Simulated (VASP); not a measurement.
Calculation: AM05 GGA, VASP's PBE PAW potentials (set 64) (plane waves; VASP 6.6.1).

Input for VASP

File POSCAR:
```
CdS
1
    0.0000000000     2.9854095930     2.9854095930
    2.9854095930     0.0000000000     2.9854095930
    2.9854095930     2.9854095930     0.0000000000
Cd S
1 1
Direct
  0.0000000000   0.0000000000   0.0000000000
  0.2500000000   0.2500000000   0.2500000000
```

### KPOINTS
```
Automatic mesh
0
Gamma
8 8 8
0 0 0
```

INCAR:
```
SYSTEM  =  CdS
PREC  =  Accurate; ENCUT  =  520; LREAL  =  .False.
LASPH  =  .True.
EDIFF  =  1E-7; NELM  =  100; ALGO  =  Normal
LMAXMIX  =  4
ISMEAR  =  0; SIGMA  =  0.05
GGA  =  AM
ISIF  =  2
LWAVE  =  .False.; LCHARG  =  .False.
```

POTCAR, in this order: Cd S (PBE.64 set). Program: vasp_std.

Output of the run:

### OUTCAR
```
 ion  position               nearest neighbor table
   1  0.000  0.000  0.000-   2 2.59   2 2.59   2 2.59   2 2.59
   2  0.250  0.250  0.250-   1 2.59   1 2.59   1 2.59   1 2.59
  LATTYP: Found a face centered cubic cell.
 ALAT       =     5.9708191860
 Subroutine PRICEL returns:
 Original cell was already a primitive cell.
 Subroutine GETGRP returns: Found 24 space group operations
The static configuration has the point symmetry T_d .
The dynamic configuration has the point symmetry T_d .
 Subroutine INISYM returns: Found 24 space group operations
 Subroutine IBZKPT returns following result:
 Found     29 irreducible k-points:

 Following reciprocal coordinates:
            Coordinates               Weight
  0.000000  0.000000  0.000000      1.000000
  0.125000  0.000000  0.000000      8.000000
  0.250000  0.000000  0.000000      8.000000
  0.375000  0.000000  0.000000      8.000000
  0.500000  0.000000  0.000000      4.000000
  0.125000  0.125000  0.000000      6.000000
  0.250000  0.125000  0.000000     24.000000
  0.375000  0.125000  0.000000     24.000000
  0.500000  0.125000  0.000000     24.000000
 -0.375000  0.125000  0.000000     24.000000
 -0.250000  0.125000  0.000000     24.000000
 -0.125000  0.125000  0.000000     12.000000
  0.250000  0.250000  0.000000      6.000000
  0.375000  0.250000  0.000000     24.000000
  0.500000  0.250000  0.000000     24.000000
 -0.375000  0.250000  0.000000     24.000000
 -0.250000  0.250000  0.000000     12.000000
  0.375000  0.375000  0.000000      6.000000
  0.500000  0.375000  0.000000     24.000000
 -0.375000  0.375000  0.000000     12.000000
  0.500000  0.500000  0.000000      3.000000
  0.375000  0.250000  0.125000     24.000000
  0.500000  0.250000  0.125000     48.000000
 -0.375000  0.250000  0.125000     24.000000
...
```

OSZICAR:
```
       N       E                     dE             d eps       ncg     rms          rms(c)
DAV:   1     0.112944203134E+03    0.11294E+03   -0.91011E+03   754   0.126E+03
DAV:   2    -0.147239231537E+01   -0.11442E+03   -0.10893E+03   894   0.294E+02
DAV:   3    -0.678763036873E+01   -0.53152E+01   -0.52965E+01   854   0.659E+01
DAV:   4    -0.683010969021E+01   -0.42479E-01   -0.42469E-01   884   0.597E+00
DAV:   5    -0.683071164495E+01   -0.60195E-03   -0.60194E-03   889   0.681E-01    0.701E+00
DAV:   6    -0.633589961560E+01    0.49481E+00   -0.10231E+00  1064   0.138E+01    0.566E+00
DAV:   7    -0.631941232892E+01    0.16487E-01   -0.17423E-01   779   0.339E+00    0.282E+00
DAV:   8    -0.631876663053E+01    0.64570E-03   -0.17792E-02   809   0.195E+00    0.230E-01
DAV:   9    -0.631872190541E+01    0.44725E-04   -0.26842E-03   874   0.814E-01    0.602E-02
DAV:  10    -0.631890689330E+01   -0.18499E-03   -0.30598E-04   794   0.192E-01    0.757E-02
DAV:  11    -0.631902380014E+01   -0.11691E-03   -0.18600E-04   764   0.132E-01    0.166E-02
DAV:  12    -0.631901445771E+01    0.93424E-05   -0.42596E-05   932   0.924E-02    0.784E-03
DAV:  13    -0.631901646431E+01   -0.20066E-05   -0.58056E-06   769   0.171E-02    0.399E-03
DAV:  14    -0.631901656082E+01   -0.96514E-07   -0.48647E-07   809   0.499E-03
   1 F= -.63190166E+01 E0= -.63190166E+01  d E =-.535631E-15
```

OUTCAR:
```
------------------------ aborting loop because EDIFF is reached ----------------------------------------
  FORCE on cell =-STRESS in cart. coord.  units (eV):
  Direction    XX          YY          ZZ          XY          YZ          ZX
  --------------------------------------------------------------------------------------
  Total       -0.9839339     -0.9839339     -0.9839339      0.0000000      0.0000000      0.0000000
  in kB      -29.6233882    -29.6233882    -29.6233882      0.0000000      0.0000000      0.0000000
  external PRESSURE =     -29.6233882 kB  Pullay stress =       0.0000000 kB
  volume of cell :       53.22
      direct lattice vectors                 reciprocal lattice vectors
     0.000000000  2.985409593  2.985409593    -0.167481206  0.167481206  0.167481206
     2.985409593  0.000000000  2.985409593     0.167481206 -0.167481206  0.167481206
     2.985409593  2.985409593  0.000000000     0.167481206  0.167481206 -0.167481206
  FREE ENERGIE OF THE ION-ELECTRON SYSTEM (eV)
  ---------------------------------------------------
  free  energy   TOTEN  =        -6.3190165608 eV

  energy  without entropy=       -6.3190165608  energy(sigma->0) =       -6.31901656
```
(Selected blocks of OUTCAR.)

The compound is CdS in the zinc blende structure, a metastable form; wurtzite is the usual one. This cell is one point of a volume scan, at 1.06 of the reference volume.
